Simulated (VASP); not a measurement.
# BBrCl₂: electric field gradients, by spin-orbit coupling

BBrCl₂, molecule in box, 4 atoms in the cell.

| Spin-orbit coupling | Vzz of the first element (V/Å²) | Vzz of the second element (V/Å²) | Vzz of the third element (V/Å²) | Time (s) |
|---|---|---|---|---|
| no | 201.41 | 27.12 | 447.69 | 27 |
| yes | 201.37 | 27.09 | 447.14 | 167 |

## Input of the first row

INCAR:
```
GGA = PE ; PREC = Accurate
ENCUT = 500 ; EDIFF = 1E-7
LREAL = F ; LASPH = T
ALGO = Normal ; NELM = 120
LWAVE = F ; LCHARG = F
ISMEAR = 0 ; SIGMA = 0.01
LEFG = T ; QUAD_EFG = -81.65 40.59 313
```

KPOINTS:
```
k-points
0
Gamma
  1 1 1
```

POSCAR:
```
BBrCl2
1.0
   11.0000000000      0.0000000000      0.0000000000
    0.0000000000     12.0000000000      0.0000000000
    0.0000000000      0.0000000000     12.0000000000
Cl B Br
2 1 1
Direct
    0.5734636400      0.5859208300      0.6152666700
    0.5609363600      0.3904875000      0.4589000000
    0.5239272700      0.5272458300      0.4912083300
    0.4289000000      0.6130125000      0.3904000000
```

Commands:
```
cat potpaw_PBE.64/Cl/POTCAR potpaw_PBE.64/B/POTCAR potpaw_PBE.64/Br/POTCAR > POTCAR
mpirun -np 4 vasp_gam > vasp.out
```

Changes of the last row against the first:
```
+ LSORBIT = True
+ MAGMOM = 12*0
+ GGA_COMPAT = False
- vasp_gam
+ vasp_ncl
```

VASP 6.6.1 took 27 s on 4 cores (Intel Xeon 6975P-C (Granite Rapids)), a shared host.
